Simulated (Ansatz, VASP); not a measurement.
## Two plane-wave programs on ZrTaN

```
CELL_PARAMETERS angstrom
3.90644 0.00000 0.00000
0.00000 3.90644 0.00000
0.00000 0.00000 6.33041
ATOMIC_POSITIONS crystal
Zr 0.00000 0.00000 0.75000
Zr 0.00000 0.00000 0.25000
Ta 0.50000 0.50000 0.00000
Ta 0.50000 0.50000 0.50000
N 0.50000 0.00000 0.50000
N 0.00000 0.50000 0.00000
```

Change from the starting cell: species swapped into the HoCoC type (P4_2/mmc, No. 131).

Alike in both runs: functional PBE; k mesh 6 × 6 × 4; occupations gaussian, width 0.1 eV; no spin polarisation.

Ansatz relaxed the structure, and its values are those at the end. VASP's run is a single point on that final structure, the one shown.

```csv
,VASP,Ansatz
version,VASP 6.6.1,Ansatz 0.2.0
potentials or method,"VASP PAW PBE potentials, release 64 (Zr_sv, Ta_pv, N)","scalar-relativistic, plane waves, PAW"
plane-wave cutoff (eV),520,420
valence electrons in the cell,56,60
```

|  | VASP | Ansatz | Ansatz less VASP |
| --- | --- | --- | --- |
| gap on the k mesh at the Fermi level (eV) | none | none | - |
| pressure (GPa) | 0.3 | 0.0 | -0.28 |

A gap of «none» marks a metal or a gap that the smearing closes. The two sets of potentials don't hold the same shells in valence.

Spin-orbit coupling is left out, which matters for the levels of Ta.
